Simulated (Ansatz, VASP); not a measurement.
Li2B: VASP beside Ansatz

INCAR

```
  ALGO = Normal
  EDIFF = 1E-7
  EDIFFG = -0.04
  ENCUT = 600
  GGA = PE
  IBRION = 2
  ISIF = 3
  ISMEAR = 0
  LASPH = True
  LCHARG = False
  LREAL = False
  LWAVE = False
  NELM = 60
  NSW = 90
  PREC = Accurate
  SIGMA = 0.1
```

The input KPOINTS:

```
k-points
0
Gamma
  8 8 8
```

POSCAR

```
Li2B
1.0
   -1.1601176600      1.6527877500      3.4778200500
    1.1601176600     -1.6527877500      3.4778200500
    1.1601176600      1.6527877500     -3.4778200500
Li B
2 1
Direct
    0.3529999900      0.3529999900      0.0000000000
    0.6470000100      0.6470000100      0.0000000000
    0.0000000000      0.0000000000      0.0000000000
```

Input for Ansatz:

```yaml
crystal:
  lattice:
    - [-1.16011766, 1.65278775, 3.47782005]
    - [1.16011766, -1.65278775, 3.47782005]
    - [1.16011766, 1.65278775, -3.47782005]
  atoms:
    - { symbol: Li, position: [0.35299999, 0.35299999, 0.0] }
    - { symbol: Li, position: [0.64700001, 0.64700001, 0.0] }
    - { symbol: B, position: [0.0, 0.0, 0.0] }
basis:
  ecutwfc: 420
kpoints:
  mp_grid: { grid: [8, 8, 8] }
hamiltonian:
  xc: pbe
scf:
  occupations: { method: gaussian, width: 0.1 }
  lower_state_search: "off"
output:
  forces: true
  stress: true
  eigenvalues: true
relax:
  adjacent_minimum: "off"
  f_tol: 0.04
  max_steps: 70
  cell: { stress_tol: 0.4 }
```

Change from the starting cell: species swapped into the MoPt2 type (Immm, No. 71).

Alike in both runs: task relaxation of cell and atoms; functional PBE; k mesh 8 × 8 × 8; occupations gaussian, width 0.1 eV; no spin polarisation.

|  | VASP | Ansatz |
| --- | --- | --- |
| version | VASP 6.6.1 | Ansatz 0.2.0 |
| potentials or method | VASP PAW PBE potentials, release 64 (Li_sv, B) | scalar-relativistic, plane waves, PAW |
| plane-wave cutoff (eV) | 600 | 420 |
| valence electrons in the cell | 9 | 9 |

|  | VASP | Ansatz | Ansatz less VASP |
| --- | --- | --- | --- |
| gap on the k mesh at the Fermi level, each at its own relaxed structure (eV) | none | none | - |
| relaxed volume (Å³/atom) | 9.27 | 9.30 | +0.032 |
| relaxed cell length with the largest relative difference (Å) | 4.150 | 4.152 | +0.0020 |
| energy change over the relaxation (meV/atom) | -117 | -117 | +0.2 |

A gap of «none» marks a metal or a gap that the smearing closes.

Caveats: the k mesh is coarse (spacing up to 0.41 Å⁻¹), so the values aren't converged; the cutoff is under 1.25 times the usual one of these potentials, so pressure, stress and relaxed cells hold a basis-set (Pulay) error (VASP).
